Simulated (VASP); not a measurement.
Computed with PBE GGA with D3 dispersion (zero damping), VASP's PBE PAW potentials (set 64) (plane waves; VASP).

VASP input:

File POSCAR:
```
WSi2
1.0
 -1.6020426026   1.6020426026   3.9111537542
  1.6020426026  -1.6020426026   3.9111537542
  1.6020426026   1.6020426026  -3.9111537542
Si W
2 1
direct
  0.6657906203   0.6657906203   0.0000000000
  0.3342093797   0.3342093797   1.0000000000
  1.0000000000   1.0000000000   0.0000000000
```

INCAR:
```
ALGO  =  Normal
EDIFF  =  1E-6
EDIFFG  =  -0.02
ENCUT  =  520
GGA  =  PE
IBRION  =  2
ISIF  =  3
ISMEAR  =  1
IVDW  =  11
LASPH  =  .TRUE.
LCHARG  =  .FALSE.
LMAXMIX  =  6
LREAL  =  .FALSE.
LWAVE  =  .FALSE.
NELM  =  100
NSW  =  60
PREC  =  Accurate
SIGMA  =  0.1
SYSTEM  =  WSi2
```

KPOINTS:
```
Automatic mesh
0
G
12 12 12
0 0 0
```

POTCAR, in this order: Si W_sv (PBE.64 set). Program: vasp_std.

Unless said otherwise, spin-orbit coupling is left out, though it shifts the bands of the heavy elements here.

Task: Estimate the energy per atom (σ→0), dispersion energy, band gap (on the k-mesh).

Result: 
```yaml
energy per atom (σ→0): -8655 meV/atom
dispersion_energy: -112.2 kJ/mol
band gap (on the k-mesh): none (metal, semimetal or under 0.01 eV)
```

OSZICAR:
```
...
DAV:   6    -0.249030966545E+02    0.75611E+00   -0.44577E+00  5898   0.158E+01    0.895E+00
DAV:   7    -0.248232869386E+02    0.79810E-01   -0.27230E-01  5436   0.315E+00    0.454E+00
DAV:   8    -0.248018061697E+02    0.21481E-01   -0.43107E-02  6353   0.187E+00    0.306E-01
DAV:   9    -0.248014054019E+02    0.40077E-03   -0.11714E-03  5786   0.290E-01    0.178E-01
DAV:  10    -0.248013343443E+02    0.71058E-04   -0.30289E-04  6094   0.177E-01    0.348E-02
DAV:  11    -0.248013286348E+02    0.57096E-05   -0.36643E-05  6199   0.506E-02    0.138E-02
DAV:  12    -0.248013285639E+02    0.70894E-07   -0.16019E-06  3987   0.915E-03
   1 F= -.25964205E+02 E0= -.25964253E+02  d E =-.259642E+02
```

The compound is WSi2 in the MoSi2 type structure. It was relaxed first. The start is the result of an earlier pass.
